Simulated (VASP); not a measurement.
Input:

```xyz
4
Lattice="1.2546 -2.1730 0.0000 1.2546 2.1730 0.0000 0.0000 0.0000 6.8442" Properties=species:S:1:pos:R:3 pbc="T T T"
C      0.0000     0.0000     1.7110
C      0.0000     0.0000     5.1331
C      1.2546     0.7243     1.7110
C      1.2546    -0.7243     5.1331
```
Cell charge +0.1.

All values below come from PBE GGA, VASP's PBE PAW potentials (set 64) (plane waves; VASP). Settings: NELECT = 15.9, 520 eV cut-off, 13×13×4 Γ-centred mesh, Gaussian smearing of 0.050 eV, potentials C.

The cell is charged, with a uniform compensating background.

Q: Give the stress tensor in GPa (positive for a compressed cell).

A: 
```
-22.30    0.00    0.00
  0.00  -22.30    0.00
  0.00    0.00   -1.21
```
The pressure is its mean diagonal, -15.27 GPa.

The compound is C in the graphite structure. The cell was not relaxed at this level. The run is one of a series of settings (ISMEAR = 0, NELECT = 15.9, SIGMA = 0.05 against the base run), some of them coarse on purpose.
